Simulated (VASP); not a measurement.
Output of a VASP run:

### OSZICAR
```
       N       E                     dE             d eps       ncg     rms          rms(c)
DAV:   1     0.396435502136E+03    0.39644E+03   -0.20811E+04  2144   0.258E+03
DAV:   2     0.276422770219E+02   -0.36879E+03   -0.36213E+03  2288   0.578E+02
DAV:   3    -0.242008867186E+02   -0.51843E+02   -0.51323E+02  2544   0.191E+02
DAV:   4    -0.260633591658E+02   -0.18625E+01   -0.18608E+01  2376   0.409E+01
DAV:   5    -0.261147535862E+02   -0.51394E-01   -0.51388E-01  2752   0.682E+00    0.118E+01
DAV:   6    -0.224416598940E+02    0.36731E+01   -0.22821E+01  3584   0.512E+01    0.454E+00
DAV:   7    -0.224832695153E+02   -0.41610E-01   -0.20227E+00  2304   0.962E+00    0.258E+00
DAV:   8    -0.224888326774E+02   -0.55632E-02   -0.55077E-01  3320   0.623E+00    0.106E+00
DAV:   9    -0.224661004640E+02    0.22732E-01   -0.18380E-01  3272   0.468E+00    0.240E-01
DAV:  10    -0.224677760537E+02   -0.16756E-02   -0.16748E-02  2480   0.124E+00    0.152E-01
DAV:  11    -0.224673265602E+02    0.44949E-03   -0.36652E-03  2040   0.731E-01
   1 F= -.22467327E+02 E0= -.22467326E+02  d E =-.485964E-06
```

OUTCAR:
```
------------------------ aborting loop because EDIFF is reached ----------------------------------------
  FORCE on cell =-STRESS in cart. coord.  units (eV):
  Direction    XX          YY          ZZ          XY          YZ          ZX
  --------------------------------------------------------------------------------------
  Total        4.7146941      5.3738085      3.6839880      0.0000000      0.0000000     -0.5046302
  in kB      113.3323332    129.1761966     88.5561080      0.0000000      0.0000000    -12.1303549
  external PRESSURE =     110.3548793 kB  Pullay stress =       0.0000000 kB
  volume of cell :       66.65
      direct lattice vectors                 reciprocal lattice vectors
     3.770446000  0.000000000  0.000000000     0.265220613  0.000000000  0.000000000
     0.000000000  3.693312000  0.000000000     0.000000000  0.270759687  0.000000000
     0.000000000  0.000000000  4.786318000     0.000000000  0.000000000  0.208928868
 POSITION                                       TOTAL-FORCE (eV/Angst)
 -----------------------------------------------------------------------------------
      1.88522      0.00000      3.64717         0.365482      0.000000     -1.241042
      0.00000      1.84666      1.13914         0.057740      0.000000      1.146275
      1.88522      1.84666      0.00000         0.442326      0.000000      0.188631
      0.08716      0.00000      0.00000        -0.865548      0.000000     -0.093864
 -----------------------------------------------------------------------------------
    total drift:                                0.003619      0.000000     -0.002386
  FREE ENERGIE OF THE ION-ELECTRON SYSTEM (eV)
  ---------------------------------------------------
  free  energy   TOTEN  =       -22.4673265602 eV

  energy  without entropy=      -22.4673260743  energy(sigma->0) =      -22.46732632
```
(Selected blocks of OUTCAR.)

### POSCAR
```
SnO
1
    3.7704460000     0.0000000000     0.0000000000
    0.0000000000     3.6933120000     0.0000000000
    0.0000000000     0.0000000000     4.7863180000
Sn O
2 2
Direct
  0.5000000000   0.0000000000   0.7620000000
  0.0000000000   0.5000000000   0.2380000000
  0.5000000000   0.5000000000   0.0000000000
  0.0231160000   0.0000000000   0.0000000000
```

**Question.** Write an INCAR and KPOINTS that could have produced this output.

**Answer.** One answer among several that fit: the input of the run itself, PBE GGA, plane waves, VASP's PBE PAW potentials (set 64).

INCAR:
```
SYSTEM = SnO
PREC = Accurate
ENCUT = 520
EDIFF = 1E-3
NELM = 100
ALGO = Normal
LREAL = .FALSE.
LASPH = .TRUE.
ISMEAR = 0
SIGMA = 0.05
GGA = PE
LMAXMIX = 4
LWAVE = .FALSE.
LCHARG = .FALSE.
ISIF = 2
```

File KPOINTS:
```
Automatic mesh
0
Gamma
5 6 4
0 0 0
```

POTCAR, in this order: Sn_d O (PBE.64 set). Program: vasp_std.

The compound is SnO in the litharge structure. The cell was not relaxed at this level. The run is one of a series of settings (EDIFF = 1E-3 against the base run), some of them coarse on purpose.
